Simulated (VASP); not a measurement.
```xyz
2
Lattice="0.0000 3.0114 3.0114 3.0114 0.0000 3.0114 3.0114 3.0114 0.0000" Properties=species:S:1:pos:R:3 pbc="T T T"
Au     4.5170     4.5170     4.5170
Au     3.0114     3.0114     3.0114
```

The numbers are results of PBEsol GGA, VASP's PBE PAW potentials (set 64) (plane waves; VASP 6.6.1), not measurements. Run with 400 eV cut-off, 12×12×12 Γ-centred mesh, tetrahedra with Blöchl corrections, potentials Au.

Unless said otherwise, spin-orbit coupling is left out, though it shifts the bands of the heavy elements here.

### Question
What does the run give for the energy per atom (σ→0), band gap (on the k-mesh) with the smallest direct gap where there is one?

### Answer

```json
{
  "band gap (on the k-mesh)": "none (metal, semimetal or under 0.01 eV)",
  "energy per atom (σ→0)": "-2.986 eV/atom"
}
```

Only differences to runs with the same potentials and settings are physical.

The structure was generated: Au was put into the diamond type (Fd-3m), which need not be its known phase. It was relaxed first, which changed the volume by +13 %.
